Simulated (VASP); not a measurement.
A run of VASP 6.6.1:

Contents of INCAR:

```
PREC = Accurate
ENCUT = 520
EDIFF = 1E-6
ISMEAR = -1
SIGMA = 0.1
LREAL = False
LASPH = True
NELM = 100
ALGO = Fast
ISIF = 2
LWAVE = False
LCHARG = True
GGA = PE
LELF = True
LVHAR = True
NBANDS = 47
```

Contents of KPOINTS:

```
Automatic mesh
0
Gamma
  4 4 3
```

The input POSCAR:

```
Ag2SnPbSe4
1.0
    0.0275460000      6.0385770000     -0.0263150000
    6.0013460000      0.0275460000      0.0164750000
    2.9983090000      3.0588360000     -5.9798710000
Sn Se Ag Pb
1 4 2 1
Direct
    0.4577290000      0.5453220000      0.0157590000
    0.3842210000      0.4022010000      0.7232230000
    0.6322960000      0.1312390000      0.3046650000
    0.8636920000      0.8935810000      0.7605090000
    0.1247050000      0.5914140000      0.2976320000
    0.7264920000      0.2471930000      0.5283890000
    0.2216670000      0.7565100000      0.4993070000
    0.0639890000      0.0404660000      0.9399910000
```

Potentials or basis: VASP PAW PBE potentials, release 64 (Sn_d, Se, Ag, Pb_d).

Command:

```bash
$ cat potpaw_PBE.64/Sn_d/POTCAR potpaw_PBE.64/Se/POTCAR potpaw_PBE.64/Ag/POTCAR potpaw_PBE.64/Pb_d/POTCAR > POTCAR
$ mpirun -np 1 vasp_std > vasp.out
```

Hardware: 1 thread of Intel(R) Xeon(R) Platinum 8259CL CPU @ 2.50GHz (Skylake/Cascade Lake), on a shared host.

How long does it take, and how much memory?

It took 9.7 min on 1 thread of Intel(R) Xeon(R) Platinum 8259CL CPU @ 2.50GHz (Skylake/Cascade Lake), with other jobs on the host, peak memory 0.51 GiB. Counts: scf iterations 18, k points 26.
